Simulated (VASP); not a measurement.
Output of a VASP run:

**OSZICAR**
```
...
RMM:   6    -0.530377667452E+03   -0.30145E-05   -0.27780E-05   210   0.122E-02
  13 F= -.53037767E+03 E0= -.53034946E+03  d E =-.616431E-01
       N       E                     dE             d eps       ncg     rms          rms(c)
DAV:   1    -0.530385314114E+03   -0.76497E-02   -0.28677E+00   328   0.480E+00    0.445E-01
RMM:   2    -0.530399138641E+03   -0.13825E-01   -0.48360E-02   316   0.584E-01    0.127E+00
RMM:   3    -0.530387125083E+03    0.12014E-01   -0.93599E-03   319   0.233E-01    0.185E-01
RMM:   4    -0.530387015505E+03    0.10958E-03   -0.27791E-03   321   0.121E-01    0.107E-01
RMM:   5    -0.530387281751E+03   -0.26625E-03   -0.80260E-04   324   0.595E-02    0.200E-01
RMM:   6    -0.530387004766E+03    0.27699E-03   -0.21759E-04   310   0.315E-02    0.302E-02
RMM:   7    -0.530387010200E+03   -0.54333E-05   -0.82852E-05   286   0.184E-02
  14 F= -.53038701E+03 E0= -.53035880E+03  d E =-.934275E-02
       N       E                     dE             d eps       ncg     rms          rms(c)
DAV:   1    -0.530388195063E+03   -0.11903E-02   -0.19371E-01   328   0.125E+00    0.119E-01
RMM:   2    -0.530389225759E+03   -0.10307E-02   -0.33310E-03   317   0.152E-01    0.360E-01
RMM:   3    -0.530388307062E+03    0.91870E-03   -0.63843E-04   318   0.610E-02    0.486E-02
RMM:   4    -0.530388299070E+03    0.79918E-05   -0.19042E-04   316   0.315E-02    0.204E-02
RMM:   5    -0.530388303906E+03   -0.48363E-05   -0.44231E-05   231   0.148E-02
  15 F= -.53038830E+03 E0= -.53036009E+03  d E =-.106365E-01
       N       E                     dE             d eps       ncg     rms          rms(c)
DAV:   1    -0.530390528661E+03   -0.22296E-02   -0.70931E-01   336   0.243E+00    0.232E-01
RMM:   2    -0.530394486681E+03   -0.39580E-02   -0.12602E-02   316   0.298E-01    0.693E-01
RMM:   3    -0.530391026315E+03    0.34604E-02   -0.23753E-03   318   0.119E-01    0.946E-02
RMM:   4    -0.530391011304E+03    0.15012E-04   -0.65678E-04   319   0.589E-02    0.485E-02
RMM:   5    -0.530391064959E+03   -0.53655E-04   -0.21047E-04   318   0.316E-02    0.875E-02
RMM:   6    -0.530391014420E+03    0.50539E-04   -0.57217E-05   257   0.166E-02    0.176E-02
RMM:   7    -0.530391012654E+03    0.17660E-05   -0.14688E-05   196   0.831E-03
  16 F= -.53039101E+03 E0= -.53036280E+03  d E =-.270875E-02
       N       E                     dE             d eps       ncg     rms          rms(c)
DAV:   1    -0.530391198571E+03   -0.18415E-03   -0.32200E-02   352   0.518E-01    0.511E-02
RMM:   2    -0.530391398334E+03   -0.19976E-03   -0.57003E-04   316   0.625E-02    0.159E-01
RMM:   3    -0.530391218588E+03    0.17975E-03   -0.11159E-04   314   0.255E-02    0.202E-02
RMM:   4    -0.530391218509E+03    0.79408E-07   -0.28023E-05   207   0.124E-02
  17 F= -.53039122E+03 E0= -.53036301E+03  d E =-.291460E-02
       N       E                     dE             d eps       ncg     rms          rms(c)
DAV:   1    -0.530391665348E+03   -0.44676E-03   -0.96400E-02   328   0.890E-01    0.878E-02
RMM:   2    -0.530392228854E+03   -0.56351E-03   -0.18182E-03   317   0.113E-01    0.268E-01
RMM:   3    -0.530391721018E+03    0.50784E-03   -0.33998E-04   318   0.452E-02    0.363E-02
RMM:   4    -0.530391715048E+03    0.59707E-05   -0.10426E-04   315   0.236E-02    0.151E-02
RMM:   5    -0.530391715827E+03   -0.77929E-06   -0.26864E-05   206   0.118E-02
  18 F= -.53039172E+03 E0= -.53036351E+03  d E =-.497318E-03
```

**OUTCAR**
```
------------------------ aborting loop because EDIFF is reached ----------------------------------------
  FORCE on cell =-STRESS in cart. coord.  units (eV):
  Direction    XX          YY          ZZ          XY          YZ          ZX
  --------------------------------------------------------------------------------------
  Total       40.0917689     40.0514060     40.0434261      8.4740411     -8.4431019      8.4695832
  in kB      175.9849589    175.8077834    175.7727553     37.1972555    -37.0614463     37.1776875
  external PRESSURE =     175.8551659 kB  Pullay stress =       0.0000000 kB
  volume of cell :      365.00
      direct lattice vectors                 reciprocal lattice vectors
     7.146555159  0.000000000  0.000000000     0.139927556  0.000000000  0.000000000
     0.000000000  7.146555159  0.000000000     0.000000000  0.139927556  0.000000000
     0.000000000  0.000000000  7.146555159     0.000000000  0.000000000  0.139927556
 POSITION                                       TOTAL-FORCE (eV/Angst)
 -----------------------------------------------------------------------------------
      3.56968      7.14460      7.14209        -0.006999      0.004124      0.020154
      4.43244      0.91562      0.91312         0.013800     -0.016118     -0.015267
      5.34031      1.80740      0.01803         0.004752     -0.000633      0.004485
      6.23206      2.71505      0.91321         0.012324     -0.006620     -0.008348
      5.34040      0.02038      1.80471        -0.009421      0.008858      0.009593
      6.23194      0.91541      2.71270         0.015990     -0.011059     -0.006742
      7.13667      0.01059      0.00864         0.006764      0.004793      0.000087
      0.87340      0.90698      0.90494         0.003847     -0.005176     -0.006474
      1.76354      1.79264      7.13907        -0.010483     -0.009835      0.009012
      2.65663      2.67164      0.88575         0.006999      0.001581      0.005842
      3.57106      3.57651      0.00172        -0.004421     -0.001059     -0.025109
      4.47560      4.49065      0.88584         0.010377     -0.001863      0.008349
      5.35489      5.38429      7.13892         0.002920     -0.008087      0.014859
      6.24041      6.27408      0.90482         0.006158     -0.002190     -0.006352
      1.76353      7.14106      1.79051        -0.005527      0.016377     -0.007486
      2.65676      0.88779      2.66959         0.012012      0.010997     -0.007859
      3.46364      1.71659      1.71405        -0.008425     -0.002005      0.015710
      5.43117      3.68397      1.71438        -0.001911      0.002899     -0.002865
      6.25976      4.49071      2.66947        -0.009057     -0.001961     -0.003811
      3.57117      0.00369      3.57433        -0.007118     -0.016484     -0.002585
      4.47578      0.88777      4.48855         0.007641      0.012880     -0.004821
      5.43107      1.71647      3.68167        -0.007414      0.002398      0.005675
      6.25952      2.67163      4.48855        -0.003022     -0.004390     -0.008062
      5.35503      7.14114      5.38175         0.009203      0.013736      0.004905
      6.24079      0.90699      6.27179        -0.004283     -0.003595      0.001981
      0.00312      3.57814      7.14245        -0.015900     -0.003544     -0.001200
      0.87714      4.47341      0.87896        -0.001180     -0.009053      0.014326
      1.78944      5.35823      7.13578        -0.008537      0.005280     -0.010227
      2.67413      6.27033      0.87920         0.016884      0.005421      0.003820
      7.12709      1.80728      1.80498        -0.002705     -0.001651      0.003395
      0.88424      2.68921      2.68722         0.009358     -0.003726     -0.008117
      1.76929      3.59375      1.77297         0.011812      0.006109      0.005075
      2.59839      4.54879      2.57970         0.004107     -0.005183     -0.011209
      3.55372      5.37784      1.77311        -0.009073     -0.003832      0.002088
      4.45815      6.26325      2.68709         0.009326     -0.009790     -0.005253
      0.00306      7.14436      3.57583        -0.008907      0.019741     -0.006197
      0.87712      0.88128      4.47104         0.001355      0.000487      0.000531
      1.76967      1.77492      3.59172        -0.000055      0.004652     -0.002051
      2.59850      2.58137      4.54658         0.021693     -0.004929      0.004260
      4.56622      4.54903      4.54650        -0.000522     -0.012849     -0.006054
      5.37255      5.37811      3.59148         0.000911     -0.007142      0.004108
      6.26638      6.27063      4.47087        -0.007304     -0.007766      0.001061
      1.78943      7.13762      5.35619        -0.010128      0.002063      0.001507
      2.67426      0.88138      6.26833         0.007267      0.001490     -0.001636
      3.55407      1.77494      5.37598        -0.016106      0.006995     -0.017512
      4.45828      2.68930      6.26097         0.001544     -0.000498     -0.007620
      5.37235      3.59371      5.37563         0.002546      0.009421     -0.004701
      6.26597      4.47330      6.26819         0.002304     -0.005684      0.003748
      0.00649      5.38427      1.79036        -0.015777     -0.002092     -0.010555
      0.88023      6.26729      2.68569         0.003452     -0.005151      0.003278
      7.14382      3.57640      3.57407         0.016396      0.000829      0.015356
      0.90241      4.45782      4.45586        -0.001254      0.009109      0.005558
      1.79728      5.34998      3.54815         0.000745      0.005365      0.009482
      2.68956      6.24502      4.45567        -0.005013      0.001576      0.010187
      0.00668      1.79258      5.38212        -0.022777     -0.007897     -0.008928
      0.88022      2.68795      6.26494         0.012411      0.000721      0.008898
...
```
(Selected blocks of OUTCAR.)

POSCAR:
```
MgC62
1
    7.1465551589    -0.0000000000    -0.0000000000
   -0.0000000000     7.1465551589     0.0000000000
    0.0000000000     0.0000000000     7.1465551589
C Mg
62 1
Direct
  0.5000000000   0.0000000000   0.0000000000
  0.6254730000   0.1181960000   0.1308700000
  0.7556170000   0.2434600000   0.0064050000
  0.8699150000   0.3719700000   0.1264870000
  0.7562270000   0.0049440000   0.2430230000
  0.8752980000   0.1257290000   0.3747950000
  0.0000000000   0.0000000000   0.0000000000
  0.1250000000   0.1250000000   0.1250000000
  0.2500000000   0.2500000000   0.0000000000
  0.3794320000   0.3720510000   0.1282680000
  0.5028400000   0.4975830000  -0.0023180000
  0.6317010000   0.6267460000   0.1313120000
  0.7500000000   0.7500000000   0.0000000000
  0.8750000000   0.8750000000   0.1250000000
  0.2500000000   0.0000000000   0.2500000000
  0.3739350000   0.1244830000   0.3732300000
  0.4995170000   0.2434840000   0.2441730000
  0.7532590000   0.5019090000   0.2433830000
  0.8721990000   0.6210870000   0.3687630000
  0.5003260000  -0.0011720000   0.4936670000
  0.6260150000   0.1292550000   0.6195840000
  0.7468760000   0.2519860000   0.4998980000
  0.8750920000   0.3744590000   0.6305330000
  0.7500000000   0.0000000000   0.7500000000
  0.8750000000   0.1250000000   0.8750000000
  0.0000000000   0.5000000000   0.0000000000
  0.1250000000   0.6250000000   0.1250000000
  0.2500000000   0.7500000000   0.0000000000
  0.3750000000   0.8750000000   0.1250000000
  0.0000000000   0.2500000000   0.2500000000
  0.1250000000   0.3750000000   0.3750000000
  0.2550070000   0.5026480000   0.2430370000
  0.3806080000   0.6308850000   0.3680740000
  0.5020030000   0.7483910000   0.2513420000
  0.6250000000   0.8750000000   0.3750000000
  0.0000000000   0.0000000000   0.5000000000
  0.1250000000   0.1250000000   0.6250000000
  0.2486380000   0.2553990000   0.4958250000
  0.3738650000   0.3770740000   0.6251630000
  0.6206790000   0.6236350000   0.6290210000
  0.7465490000   0.7445260000   0.5060370000
  0.8750000000   0.8750000000   0.6250000000
  0.2500000000   0.0000000000   0.7500000000
  0.3750000000   0.1250000000   0.8750000000
  0.4931030000   0.2431380000   0.7513660000
  0.6250000000   0.3750000000   0.8750000000
  0.7552370000   0.5057860000   0.7453730000
  0.8750000000   0.6250000000   0.8750000000
  0.0000000000   0.7500000000   0.2500000000
  0.1250000000   0.8750000000   0.3750000000
  0.0000000000   0.5000000000   0.5000000000
  0.1250000000   0.6250000000   0.6250000000
  0.2500000000   0.7500000000   0.5000000000
  0.3750000000   0.8750000000   0.6250000000
  0.0000000000   0.2500000000   0.7500000000
  0.1250000000   0.3750000000   0.8750000000
  0.2500000000   0.5000000000   0.7500000000
  0.3750000000   0.6250000000   0.8750000000
  0.5000000000   0.7500000000   0.7500000000
  0.6250000000   0.8750000000   0.8750000000
  0.0000000000   0.7500000000   0.7500000000
  0.1250000000   0.8750000000   0.8750000000
  0.4976710000   0.5039030000   0.4948900000
```

Question: Reconstruct the remaining input files.

Answer: This is not unique; one that fits is the input of the run itself, PBE GGA, plane waves, VASP's PBE PAW potentials (set 64).

KPOINTS:
```
Regular mesh
0
gamma
 1 1 1
```

INCAR:
```
SYSTEM = MgC62
PREC = Normal; ENCUT = 400; LREAL = Auto
LASPH = .True.; ISYM = 0; NELECT = 252.0
EDIFF = 1E-5; NELM = 100; NELMIN = 4
ALGO = Fast
ISMEAR = 0; SIGMA = 0.05
GGA = PE
IBRION = 2; NSW = 70; ISIF = 2
EDIFFG = -0.03
LWAVE = .False.; LCHARG = .False.
```

POTCAR, in this order: C Mg (PBE.64 set). Program: vasp_gam.

At this cut-off the stress carries a Pulay error, which pulls relaxed volumes low. The cell is charged, with a uniform compensating background. The supercell is sampled at Γ alone, which is coarse: total energies, pressure and levels can be off, energies of defects by several tenths of an eV.

The cell is a supercell with a defect, built from C (diamond): Mg_C-vac_C, charge -2. The run is not spin-polarised, so no state with unpaired spins was tried.
